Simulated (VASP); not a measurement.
The system is MoS2.

```
CELL_PARAMETERS angstrom
3.16100 0.00000 0.00000
-1.58050 2.73751 0.00000
0.00000 0.00000 12.90975
ATOMIC_POSITIONS crystal
Mo 0.33333 0.66667 0.25000
Mo 0.66667 0.33333 0.75000
S 0.66667 0.33333 0.37123
S 0.66667 0.33333 0.12877
S 0.33333 0.66667 0.87123
S 0.33333 0.66667 0.62877
```

The cell was built by a generator and needn't be a form met in nature.

Base run:

```yaml
Program: VASP 6.6.1
Functional: SCAN
Potentials_or_basis: VASP PAW PBE potentials, release 64 (Mo_sv, S)
Cutoff: 520 eV
k_mesh: 8 × 8 × 2
Occupations: fermi-dirac, width 0.05 eV
Spin: no spin polarisation
```

Its results: band gap on the k mesh 1.36 eV, indirect (least direct gap 2.12 eV); pressure 0.0 GPa; largest force 0.161 eV/Å.

Task: After a change of settings the same cell gave: band gap on the k mesh 1.17 eV, indirect (least direct gap 1.99 eV); pressure -4.9 GPa; largest force 0.393 eV/Å. Which change was it?
A. functional from SCAN to optB86b-vdW
B. functional from SCAN to PBEsol
C. functional from SCAN to LDA; potentials or basis from VASP PAW PBE potentials, release 64 (Mo_sv, S) to VASP PAW LDA potentials, release 64 (Mo_sv, S)
D. functional from SCAN to PBE; dispersion from none to D4

Result: C.

Caveats: the PAW data sets were made with another functional, which shifts forces and pressure a little (some runs).

Not every run made on this cell is shown here.
